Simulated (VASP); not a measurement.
## Zr3MoC: relaxation of cell and atoms with PBEsol

The system is Zr3MoC.

```
CELL_PARAMETERS angstrom
4.94251 0.00000 0.00000
0.00000 4.94251 0.00000
0.00000 0.00000 4.94251
ATOMIC_POSITIONS crystal
Zr 0.50000 0.00000 0.00000
Zr 0.00000 0.50000 0.00000
Zr 0.00000 0.00000 0.50000
Mo 0.00000 0.00000 0.00000
C 0.50000 0.50000 0.50000
```

The cell was built by a generator and needn't be a form met in nature.

* Program: VASP 6.6.1
* Task: relaxation of cell and atoms
* Functional: PBEsol
* Potentials or basis: VASP PAW PBE potentials, release 64 (Zr_sv, Mo_sv, C)
* Cutoff: 600 eV
* k mesh: 5 × 5 × 5
* Occupations: fermi-dirac, width 0.05 eV
* Spin: no spin polarisation
* Further INCAR settings: ALGO = Fast; EDIFF = 1e-06; IBRION = 2; EDIFFG = -0.01; NSW = 60; ISIF = 3

The relaxed volume is 23.48 Å³/atom. The relaxed cell is a = 4.897 Å, b = 4.897 Å, c = 4.897 Å, α = 90.00°, β = 90.00°, γ = 90.00°. The space group after relaxing (to 0.05 Å) is Pm-3m (No. 221), the energy gained by relaxing is 4.7 meV/atom and the ionic steps are 3. The pressure after relaxing is 0.0 GPa and the band gap on the k mesh is none (metal or under the smearing width).

Step by step:
```tsv
step	energy change (eV)	largest force (eV/Å)	pressure (GPa)	volume (Å³)
1	0.0000	0.0000	-2.21	120.74
2	-0.0104	0.0000	1.77	115.01
3	-0.0235	0.0000	-0.01	117.41
```

Final structure:
```yaml
crystal:
  lattice:
    - [4.89669, 0.00000, 0.00000]
    - [0.00000, 4.89669, 0.00000]
    - [0.00000, 0.00000, 4.89669]
  atoms:
    - { symbol: Zr, position: [0.50000, 0.00000, 0.00000] }
    - { symbol: Zr, position: [0.00000, 0.50000, 0.00000] }
    - { symbol: Zr, position: [0.00000, 0.00000, 0.50000] }
    - { symbol: Mo, position: [0.00000, 0.00000, 0.00000] }
    - { symbol: C, position: [0.50000, 0.50000, 0.50000] }
```

Levels at points of the mesh, in eV from the Fermi level:
```csv
k point,band 25,band 26,band 27,band 28,band 29,band 30
"(0.00, 0.00, 0.00)",-0.91,-0.45,-0.45,-0.45,-0.45,1.82
```

Run time: 2.9 min on 1 thread of Intel(R) Xeon(R) 6975P-C (Granite Rapids), on a shared host, peak memory 0.27 GiB.

Caveat: the PAW data sets were made with another functional, which shifts forces and pressure a little.
